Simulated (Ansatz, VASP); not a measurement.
# Cross-check of AlCu7 (random alloy of the fcc Cu-Al line, x = 0.125) between VASP and Ansatz

Wanted: the spread between two codes on one cell, functional and k mesh. The cell is taken from a series of runs on this material, whose earlier steps may have relaxed, scaled, displaced or heated it; both programs get it as it stands.

Main program and level: Ansatz 0.2.0; plane waves, with VASP 6.6.1 beside it; PBE.

### 1. Starting point

The cell holds 128 atoms: 112 Cu and 16 Al. Cell: a = 12.767 Å, b = 12.767 Å, c = 12.767 Å, α = 109.5°, β = 109.5°, γ = 109.5°. It derives from Cu (fcc Cu-Al). Fcc Cu-Al: 128 atoms, 16 of 128 Cu sites given to Al at random, cell and internal coordinates interpolated linearly between the end members (Vegard's rule); (so at first; earlier steps may have moved the atoms), displaced by a Gaussian of 0.02 A. Lattice constants are starting values near those of PBE.

### 2. Ansatz: single point, PBE

Ansatz runs on its default PAW (the set named soft_2) files.

A single point takes one fixed geometry, so differences don't come from the geometry; what else differs is listed under the comparison.

File input.yaml:

```yaml
crystal:
  lattice:
    - [-7.37125, 7.37125, 7.37125]
    - [7.37125, -7.37125, 7.37125]
    - [7.37125, 7.37125, -7.37125]
  atoms:
    - { symbol: Cu, position: [0.49845, 0.00149, 0.00137] }
    - { symbol: Cu, position: [0.74805, 0.12042, 0.12472] }
    - { symbol: Cu, position: [0.6244, 0.2528, 0.12633] }
    - { symbol: Cu, position: [0.62419, 0.12187, 0.25165] }
    - { symbol: Cu, position: [0.75102, 0.2511, 0.99904] }
    - { symbol: Cu, position: [0.99858, 0.37232, 0.12327] }
    - { symbol: Cu, position: [0.8743, 0.49856, 0.12585] }
    - { symbol: Cu, position: [0.8769, 0.37723, 0.25278] }
    - { symbol: Al, position: [0.74891, 0.00106, 0.25029] }
    - { symbol: Cu, position: [0.00036, 0.12445, 0.37337] }
    - { symbol: Cu, position: [0.87353, 0.24813, 0.37352] }
    - { symbol: Cu, position: [0.87407, 0.12384, 0.49794] }
    - { symbol: Cu, position: [0.00257, 0.00074, 0.9988] }
    - { symbol: Cu, position: [0.24854, 0.1248, 0.12575] }
    - { symbol: Cu, position: [0.12736, 0.24906, 0.12628] }
    - { symbol: Al, position: [0.12811, 0.12699, 0.24939] }
    - { symbol: Cu, position: [0.25124, 0.25057, 0.001] }
    - { symbol: Cu, position: [0.49798, 0.37405, 0.12297] }
    - { symbol: Cu, position: [0.37693, 0.50085, 0.12551] }
    - { symbol: Cu, position: [0.37659, 0.37746, 0.25165] }
    - { symbol: Al, position: [0.5024, 0.49967, 0.00068] }
    - { symbol: Cu, position: [0.75056, 0.62449, 0.12526] }
    - { symbol: Cu, position: [0.63003, 0.7545, 0.1286] }
    - { symbol: Cu, position: [0.62236, 0.62242, 0.24615] }
    - { symbol: Cu, position: [0.75162, 0.75065, 0.00141] }
    - { symbol: Cu, position: [0.00071, 0.87338, 0.12184] }
    - { symbol: Cu, position: [0.87573, 1.0e-05, 0.12635] }
    - { symbol: Cu, position: [0.87581, 0.87528, 0.24998] }
    - { symbol: Cu, position: [0.24925, 0.99936, 0.25043] }
    - { symbol: Cu, position: [0.5017, 0.12704, 0.37568] }
[... 92 atom lines left out ...]
    - { symbol: Cu, position: [0.62202, 0.00149, 0.87192] }
    - { symbol: Al, position: [0.62439, 0.8748, 0.00047] }
    - { symbol: Cu, position: [0.00193, 0.75365, 0.7506] }
    - { symbol: Cu, position: [0.25183, 0.8747, 0.87867] }
    - { symbol: Cu, position: [0.12713, 0.99877, 0.87359] }
    - { symbol: Cu, position: [0.1223, 0.87444, 0.99796] }
kpoints:
  mp_grid: { grid: [2, 2, 2] }
hamiltonian:
  xc: pbe
scf:
  occupations: { method: fermi_dirac, width: 0.1 }
output:
  forces: true
```

Started as:

```sh
> ansatz run input.yaml --threads 11 --pin off --max-ram 102400MiB --backend cuda --events-out ev --progress --plain --runs-dir out
```

Numbers of over 12 decimals in the logs are rounded to 6 here.

Output:

```text
Engine: ansatz 0.2.0, x86_64-unknown-linux-gnu
Pseudopotentials: kind: paw
Pseudopotential: Cu, paw, valence charge 19, recommended cutoff 420 eV (normal), Cu.paw.azcp
Pseudopotential: Al, paw, valence charge 3, recommended cutoff 420 eV (normal), Al.paw.azcp
Functional definition: PBE
  parameter kappa = 0.804
  parameter beta = 0.066725
  exchange = pbe_x(kappa = kappa, mu = beta*pi^2/3)
  correlation = pbe_c(beta = beta)
device memory: the entry about to start is reckoned to put 67.4 GiB on a device that reports 78.6 GiB free
GPU FFT provider: cuFFT
GPU libraries: cuBLAS 13.8.2, cuFFT 12.4.0, cuSOLVER 12.3.4
Crystal: 128 atoms, lattice volume = 1602.077 Å³
Basis set: ecut = 420 eV, 31317 PW (Γ), exchange–correlation on 180×180×180 points (8 copies of the dense FFT grid, shifted against one another)
Bands: 1216, of which v1, the nominal top of the filled ones, is band 1088 counted from 1 (1087 counted from 0)
Symmetry: 1 space group operations
Space group: P1 (ITA 1), of the structure as read, at distance tolerance 1.2e-4 Å
k-points: 8
Non-local potential: Cu, projectors of the file, l = 0: 3, l = 1: 2, l = 2: 3, l = 3: 1
Non-local potential: Al, projectors of the file, l = 0: 2, l = 1: 2, l = 2: 1
PAW form: soft (Blöchl's): semilocal exchange-correlation on the pseudo side does not see the compensation charge
PAW one-centre angular grid: Cu, 590 points (default); XC on 64 Gauss nodes
PAW one-centre angular grid: Al, 110 points (default); XC on 64 Gauss nodes
Initial density: superposition of atomic densities (neutral atoms: chi_scale 0, normalization atom), corrected by the library's trained network
Initial wavefunctions: pseudopotential atomic-orbital guess
GPU buffer pool allocated for 729000 grid points (all kernels)
GPU transforms: local potential and band sums: pruned to the plane-wave sphere, on 90×90×90
Functional: x = pbe(κ = 0.804, μ = 0.219515), c = pbe(β = 0.066725)
SCF iter   1: F=—  HF=-750628.800565 eV  |F-HF|=—  |Δ(HF+E_count)|=         —  Δρ=2.83e-3  dr2=1.97e-1  ethr=1.77e-3  ⟨swp⟩=4.9  Hψ=28902  notcnv=0  defer=440
preconditioner: auto → Kerker (q_TF=auto, 2.871 Å⁻¹)  [metal: Δε(μ)=0.016 eV  Ē_g=6.841 eV  σ=0.100 eV  W_gap=0.04  n_scr=626 (ndim 8)  ℏωp=33.2 eV  f_vac=0.001  D(μ)=45.92/eV (n_scr^D=320)]
SCF iter   2: F=—  HF=-750628.793637 eV  |F-HF|=—  |Δ(HF+E_count)|=   6.93e-3  Δρ=9.00e-4  dr2=5.84e-2  ethr=9.05e-6  ⟨swp⟩=2.0  Hψ=16727  notcnv=0  defer=552
SCF iter   3: F=—  HF=-750628.812943 eV  |F-HF|=—  |Δ(HF+E_count)|=   1.93e-2  Δρ=6.94e-4  dr2=3.26e-2  ethr=2.68e-6  ⟨swp⟩=1.0  Hψ=9153  notcnv=0  defer=552
SCF iter   4: F=—  HF=-750628.831312 eV  |F-HF|=—  |Δ(HF+E_count)|=   1.84e-2  Δρ=1.94e-4  dr2=3.80e-3  ethr=1.50e-6  ⟨swp⟩=2.0  Hψ=9329  notcnv=0  defer=552
SCF iter   5: F=—  HF=-750628.788599 eV  |F-HF|=—  |Δ(HF+E_count)|=   4.27e-2  Δρ=1.69e-4  dr2=7.97e-4  ethr=1.75e-7  ⟨swp⟩=3.0  Hψ=18071  notcnv=0  defer=552
SCF iter   6: F=—  HF=-750628.788565 eV  |F-HF|=—  |Δ(HF+E_count)|=   3.41e-5  Δρ=6.17e-5  dr2=8.80e-5  ethr=3.66e-8  ⟨swp⟩=2.0  Hψ=13869  notcnv=0  defer=552
SCF iter   7: F=—  HF=-750628.814467 eV  |F-HF|=—  |Δ(HF+E_count)|=   2.59e-2  Δρ=2.18e-5  dr2=1.87e-5  ethr=4.04e-9  ⟨swp⟩=2.0  Hψ=13998  notcnv=0  defer=552
SCF iter   8: F=—  HF=-750628.814466 eV  |F-HF|=—  |Δ(HF+E_count)|=   5.41e-7  Δρ=9.88e-6  dr2=2.85e-6  ethr=8.58e-10  ⟨swp⟩=2.0  Hψ=13943  notcnv=0  defer=552
SCF iter   9: F=—  HF=-750628.814467 eV  |F-HF|=—  |Δ(HF+E_count)|=   7.78e-8  Δρ=6.39e-6  dr2=5.31e-7  ethr=1.31e-10  ⟨swp⟩=2.0  Hψ=17829  notcnv=0  defer=552
SCF iter  10: F=—  HF=-750628.814466 eV  |F-HF|=—  |Δ(HF+E_count)|=   8.37e-8  Δρ=2.98e-6  dr2=1.45e-7  ethr=2.44e-11  ⟨swp⟩=2.0  Hψ=17947  notcnv=0  defer=552
SCF iter  11: F=-750628.814466 eV  HF=-750628.814466 eV  |F-HF|=3.26e-8  |Δ(HF+E_count)|=   2.41e-8  Δρ=1.10e-6  dr2=3.19e-8  ethr=4.60e-12  ⟨swp⟩=3.0  Hψ=27193  notcnv=0
SCF 1 converged in 11 iterations: F = -750628.814466 eV  dr2 = 3.19e-8
  greatest PAW one-centre occupation: 1.000 electrons in one spin orbital (limit 2), on the Cu atom at site 72 (counted from 0), in its partial waves of l = 0
SCF converged after 11 iterations
Free energy (F): -750628.814466 eV
Harris-Foulkes:  -750628.814466 eV  (|F-HF|=3.26e-8)
Internal energy: -750627.345438 eV  (E = F + TS)
E sigma→0 (E₀):  -750628.079952 eV
Entropy (-TS):   -1.469028 eV (-11.477 meV/atom)
Fermi energy:    15.140993 eV
--- Per-component energies (eV) ---
  E_band       = -43427.486769
  E_kinetic    = 33931.587660
  E_local      = -518062.890489  (includes V_loc(G=0)·N_el)
  E_nonlocal   = 43814.722684
  E_hartree    = 230481.121779
  E_xc         = -10655.260465
  E_vxc        = -13391.962002  (∫ρ·V_xc dr)
  E_paw        = -193727.420037  (= ΣΔE_a)
  E_vpaw       = -50681.231969  (= ΣTr[D̂ρ^β])
  E_aug_tail   = 0.035195  (compensation charges beyond the density's cutoff)
  E_ewald      = -336409.241767
  E_smearing   = -1.469028  (= −TS)
  E_closure    = -0.000000  (closes the sum)
  Σ components = -750628.814466   (vs F -750628.814466, Δ=0.00e0)
--- Forces (eV/Å), atoms counted from 1 ---
  atom   1  Cu    -0.09796174     0.15301497     0.07135358
  atom   2  Cu     0.25562873    -0.24181930     0.24805851
  atom   3  Cu    -0.17951370     0.27538326    -0.04822293
  atom   4  Cu     0.19495921    -0.25027009     0.33664886
  atom   5  Cu     0.12034312     0.02547586    -0.17127978
  atom   6  Cu     0.14026859    -0.01161898     0.22086824
  atom   7  Cu     0.00885267     0.01040007     0.13426191
  atom   8  Cu    -0.13929450    -0.05377691    -0.08642225
  atom   9  Al     0.43939254     0.63534374     0.11543936
  atom  10  Cu     0.16182498     0.06393378    -0.04507133
  atom  11  Cu     0.14775709     0.04067561     0.25947882
  atom  12  Cu     0.06684408     0.06211012    -0.01807817
  atom  13  Cu     0.04189733    -0.16752419    -0.16143680
  atom  14  Cu    -0.20220240     0.10066514     0.10139820
  atom  15  Cu     0.11141119    -0.22725779     0.20431035
  atom  16  Al    -0.50196222    -0.01476855    -0.80178751
  atom  17  Cu     0.17921924    -0.08207264    -0.14432824
  atom  18  Cu     0.13984815     0.23401284     0.01118792
  atom  19  Cu     0.08099746    -0.16657793    -0.19835117
  atom  20  Cu    -0.11519106    -0.01584785    -0.00265304
  atom  21  Al     0.65476186    -0.21737091     0.59392090
  atom  22  Cu     0.02366893     0.01266191    -0.02301964
  atom  23  Cu    -0.14471749    -0.15109014    -0.26926599
  atom  24  Cu     0.17661836     0.24259928     0.09607699
[...]
atom 121  Cu     0.02483384    -0.10263797     0.36541050
  atom 122  Cu    -0.04650101     0.00775505     0.02045158
  atom 123  Cu    -0.04938367     0.31498878    -0.08870461
  atom 124  Al    -0.48130561    -0.58972068     0.00454637
  atom 125  Cu    -0.20624298     0.10047860    -0.26613989
  atom 126  Cu    -0.15578941    -0.18668249    -0.01210779
  atom 127  Cu     0.20166309    -0.11318772    -0.11922353
  atom 128  Cu    -0.05435723     0.16664496     0.02190563
  max |Σ_I F_I| component: 1.16e-5 eV/Å
```

In the SCF lines HF is the Harris–Foulkes energy and dr2 the Hartree energy of the density residual, in eV; the loop may stop once dr2 is under the threshold and the program's other checks hold. Hψ counts applications of the Hamiltonian.

### 3. VASP: single point, PBE

The same cell, functional, mesh and smearing now go to VASP, with its own data sets.

Lines of VASP's logs that name or quote its potential files are left out, and so is its time.

File INCAR:

```
SYSTEM = AlCu7
PREC = Accurate
ENCUT = 520
EDIFF = 1E-06
NELM = 120
ISMEAR = -1
SIGMA = 0.1
LREAL = Auto
ALGO = Normal
GGA = PE
NBANDS = 742
LASPH = .TRUE.
LORBIT = 11
LWAVE = .FALSE.
LCHARG = .FALSE.
ISIF = 2
GGA_COMPAT = .FALSE.
```

File POSCAR:

```
AlCu7
1.0
   -7.3712500000      7.3712500000      7.3712500000
    7.3712500000     -7.3712500000      7.3712500000
    7.3712500000      7.3712500000     -7.3712500000
Cu Al
112 16
Direct
    0.4984500000      0.0014900000      0.0013700000
    0.7480500000      0.1204200000      0.1247200000
    0.6244000000      0.2528000000      0.1263300000
    0.6241900000      0.1218700000      0.2516500000
    0.7510200000      0.2511000000      0.9990400000
    0.9985800000      0.3723200000      0.1232700000
    0.8743000000      0.4985600000      0.1258500000
    0.8769000000      0.3772300000      0.2527800000
    0.0003600000      0.1244500000      0.3733700000
    0.8735300000      0.2481300000      0.3735200000
    0.8740700000      0.1238400000      0.4979400000
    0.0025700000      0.0007400000      0.9988000000
    0.2485400000      0.1248000000      0.1257500000
    0.1273600000      0.2490600000      0.1262800000
    0.2512400000      0.2505700000      0.0010000000
    0.4979800000      0.3740500000      0.1229700000
    0.3769300000      0.5008500000      0.1255100000
    0.3765900000      0.3774600000      0.2516500000
    0.7505600000      0.6244900000      0.1252600000
    0.6300300000      0.7545000000      0.1286000000
    0.6223600000      0.6224200000      0.2461500000
    0.7516200000      0.7506500000      0.0014100000
    0.0007100000      0.8733800000      0.1218400000
    0.8757300000      0.0000100000      0.1263500000
    0.8758100000      0.8752800000      0.2499800000
    0.2492500000      0.9993600000      0.2504300000
    0.5017000000      0.1270400000      0.3756800000
    0.3747400000      0.2511200000      0.3768800000
    0.4992200000      0.2486900000      0.2495900000
    0.7510500000      0.3776100000      0.3753400000
[... 92 atom lines left out ...]
    0.3781200000      0.2521600000      0.8782300000
    0.3726300000      0.1250200000      0.0000100000
    0.9968800000      0.7516800000      0.2508100000
    0.3751700000      0.9992400000      0.6271200000
    0.2497700000      0.5020000000      0.7490300000
    0.6243900000      0.8748000000      0.0004700000
```

File KPOINTS:

```
Automatic mesh
0
Gamma
2 2 2
0 0 0
```

Potentials, in the order of the species: Cu and Al (PBE family, release 64).

Started as:

```sh
> export OMP_NUM_THREADS=3
> mpirun -np 1 vasp_std
```

Output:

```text
[banner, memory and clock lines left out]
running    1 mpi-ranks, on    1 nodes
[...]
Offloading initialized ...    1 GPUs detected
[...]
LDA part: xc-table for (Slater+PW92), standard interpolation
 POSCAR, INCAR and KPOINTS ok, starting setup
[...]
entering main loop
       N       E                     dE             d eps       ncg     rms          rms(c)
DAV:   1     0.150711423188E+05    0.15071E+05   -0.49350E+05 11872   0.289E+03
DAV:   2     0.258876454046E+04   -0.12482E+05   -0.12155E+05 11872   0.711E+02
DAV:   3    -0.296781645374E+03   -0.28855E+04   -0.27267E+04 11872   0.321E+02
DAV:   4    -0.599336173317E+03   -0.30255E+03   -0.27387E+03 13776   0.133E+02
[...]
DAV:  20    -0.486750192317E+03    0.45936E-04   -0.48462E-04 14032   0.904E-02    0.193E-02
DAV:  21    -0.486750197333E+03   -0.50169E-05   -0.97446E-05 13176   0.625E-02    0.151E-02
DAV:  22    -0.486750196704E+03    0.62964E-06   -0.96558E-06 11832   0.227E-02
   1 F= -.48675020E+03 E0= -.48602743E+03  d E =-.144553E+01
```

From OUTCAR (step 3):

```text
  FREE ENERGIE OF THE ION-ELECTRON SYSTEM (eV)
  ---------------------------------------------------
  free  energy   TOTEN  =      -486.7501967038 eV

  energy  without entropy=     -485.3046672472  energy(sigma->0) =     -486.02743198
```

The k-mesh is coarse for a metal.

The run ends at a pressure of -1.63 GPa, with forces up to 1.3 eV/Å.

### 4. Comparison

Known differences besides the potentials themselves: the data sets hold 2176 valence electrons in Ansatz (on its default PAW (the set named soft_2) files) and 1280 in VASP; the cutoff is 420 eV in Ansatz and 520 eV in VASP (PREC = Accurate, projectors in real space). Total energies have different zeros and are not compared.

Forces on 8 of the 128 atoms, those with the largest forces and the largest differences (eV/Å; atoms numbered as in POSCAR):

```
 atom          Ansatz x, y, z            VASP x, y, z
Al114  -0.502, -0.015, -0.802  -0.495, -0.018, -0.798
Al115    0.655, -0.217, 0.594    0.651, -0.216, 0.590
Al119     0.396, 0.124, 0.339     0.387, 0.128, 0.325
Al121     0.660, 0.071, 0.705     0.653, 0.073, 0.699
Al122  -0.362, -0.591, -1.067  -0.357, -0.588, -1.052
Al123   -0.216, -0.691, 0.318   -0.216, -0.687, 0.309
Al124    0.468, 1.099, -0.403    0.458, 1.087, -0.392
Al126    -0.743, 0.392, 0.157    -0.737, 0.381, 0.160
```

The forces differ by 2.7 meV/Å r.m.s., which is 1.3 % of the r.m.s. force of 0.205 eV/Å (both taken over all components).

### 5. Results

- r.m.s. force difference (single point, PBE): 1.3 % of the r.m.s. force

In words: The r.m.s. force difference is 1.3 % of the r.m.s. force (single point, PBE), within the 3 % picked in this series as the mark of a large difference. The data sets hold unlike numbers of valence electrons (2176 in Ansatz and 1280 in VASP), so part of the differences may come from the potentials. Such differences can come from data sets, numerical settings and the points named under the comparisons, not from the functional's error against experiment.

[Lines on the potential files, build, host, timing and source positions are cut from VASP's logs without a mark.]

[Logs are printed without paths, hosts, clocks, repeated set-up lines and the standing remarks that a program may print on its own settings, such as how far it seeks lower states.]

[Hosts, paths, dates, database ids (printed as entryN), source tags and the programs' standing remarks are cut or masked in the printed files.]
